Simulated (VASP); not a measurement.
Given:

```
Al3V
1.0
    3.86714     0.00000     0.00000
    0.00000     3.86714     0.00000
    0.00000     0.00000     3.86714
Al V
3 1
Direct
  0.50000   0.50000   0.00000
  0.00000   0.50000   0.50000
  0.50000   0.00000   0.50000
  0.00000   0.00000   0.00000
```

All values below come from PBEsol GGA, VASP's PBE PAW potentials (set 64) (plane waves; VASP). Run with 400 eV cut-off, Gaussian smearing of 0.050 eV, potentials Al V_sv.

Q: Give the energies of bands 5 to 14 at the high-symmetry points, in eV from the Fermi level.

A: 
| band | Γ | X | M | R |
|---|---|---|---|---|
| 5 | -11.18 | -9.07 | -7.44 | -5.17 |
| 6 | -3.21 | -8.27 | -6.28 | -5.17 |
| 7 | -3.21 | -2.43 | -6.28 | -5.17 |
| 8 | -2.19 | -2.41 | -5.31 | -5.12 |
| 9 | -2.19 | -2.41 | -1.52 | -3.68 |
| 10 | -2.19 | -0.14 | -1.52 | -3.68 |
| 11 | -0.34 | 0.36 | 0.27 | -3.68 |
| 12 | -0.34 | 0.77 | 0.30 | -0.18 |
| 13 | -0.34 | 0.77 | 0.50 | 0.55 |
| 14 | 0.53 | 0.99 | 1.26 | 0.55 |

It has no gap at this level: it comes out as a metal or semimetal.

The structure comes from a computed database's Al3V entry (Pm-3m); how it stands against other phases isn't given here. It was relaxed first. The run is not spin-polarised, so no magnetic state was tried.
